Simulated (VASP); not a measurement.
Input:

```xyz
4
Lattice="3.2810 0.0000 0.0000 0.0000 5.3225 0.0000 0.0000 0.0000 5.7215" Properties=species:S:1:pos:R:3 pbc="T T T"
Mg     0.0000     2.6612     3.7992
Sn     0.0000     0.0000     5.6858
Sn     1.6405     0.0000     2.8955
Sn     1.6405     2.6612     0.9697
```

All values below come from PBEsol GGA, VASP's PBE PAW potentials (set 64) (plane waves; VASP). Numerical set-up: 400 eV cut-off, Gaussian smearing of 0.050 eV, potentials Mg Sn_d.

Unless said otherwise, spin-orbit coupling is left out, though it shifts the bands of the heavy elements here.

### Question
What does the run give for the band gap (along the path) with the smallest direct gap where there is one?

### Answer

```json
{
 "band gap (along the path)": "none (metal, semimetal or under 0.01 eV)"
}
```

Only differences to runs with the same potentials and settings are physical.

The structure comes from a computed database's MgSn3 entry (Pmm2); how it stands against other phases isn't given here. It was relaxed first.
